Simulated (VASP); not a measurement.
Wanted: the native input for a VASP 6.6.1 run.

| Item | Value |
| --- | --- |
| Task | relaxation of cell and atoms |
| Functional | PBE |
| Potentials or basis | VASP PAW PBE potentials, release 64 (Li_sv, Ti_sv, B) |
| Cutoff | 600 eV |
| k mesh | 7 × 7 × 3 |
| Occupations | fermi-dirac, width 0.05 eV |
| Spin | no spin polarisation |
| Further INCAR settings | ALGO = Fast; EDIFF = 1e-06; IBRION = 2; EDIFFG = -0.01; NSW = 40; ISIF = 3 |

The structure of LiTiB4 lies in POSCAR:

```
LiTiB4
1.0
    3.0209600000      0.0000000000      0.0000000000
   -1.5104800000      2.6162300000      0.0000000000
    0.0000000000      0.0000000000      6.7608500000
Li Ti B
1 1 4
Direct
    0.0000000000      0.0000000000      0.5000000000
    0.0000000000      0.0000000000      0.0000000000
    0.3333300000      0.6666700000      0.7673400000
    0.6666700000      0.3333300000      0.7673400000
    0.3333300000      0.6666700000      0.2326600000
    0.6666700000      0.3333300000      0.2326600000
```

The cell was built by a generator and needn't be a form met in nature.

The input as run:

INCAR

```
SYSTEM = LiTiB4
PREC = Accurate ; ENCUT = 600
EDIFF = 1E-6 ; ISMEAR = -1
SIGMA = 0.05 ; LREAL = .False.
LASPH = .True. ; NELM = 80
ALGO = Fast ; ISIF = 3
LWAVE = .False. ; LCHARG = .False.
GGA = PE ; IBRION = 2
NSW = 40 ; EDIFFG = -0.01
```

KPOINTS

```
regular mesh
0
Gamma
  7 7 3
  0 0 0
```

Potentials or basis: VASP PAW PBE potentials, release 64 (Li_sv, Ti_sv, B).

Command:

```console
$ cat potpaw_PBE.64/Li_sv/POTCAR potpaw_PBE.64/Ti_sv/POTCAR potpaw_PBE.64/B/POTCAR > POTCAR
$ mpirun -np 1 vasp_std > vasp.out
```

Results of the run:

* Relaxed volume: 8.88 Å³/atom
* Relaxed cell: a = 3.023 Å, b = 3.023 Å, c = 6.730 Å, α = 90.00°, β = 90.00°, γ = 120.00°
* Space group after relaxing (to 0.05 Å): P6/mmm (No. 191)
* Energy gained by relaxing: 0.1 meV/atom
* Ionic steps: 10
* Pressure after relaxing: 0.0 GPa
* Band gap on the k mesh: none (metal or under the smearing width)

Caveat: the cutoff is under 1.25 times the usual one of these potentials, so pressure, stress and relaxed cells hold a basis-set (Pulay) error.

It took 4.2 min on 1 thread of Intel(R) Xeon(R) Platinum 8488C (Sapphire Rapids) (shared host), peak memory 0.21 GiB.
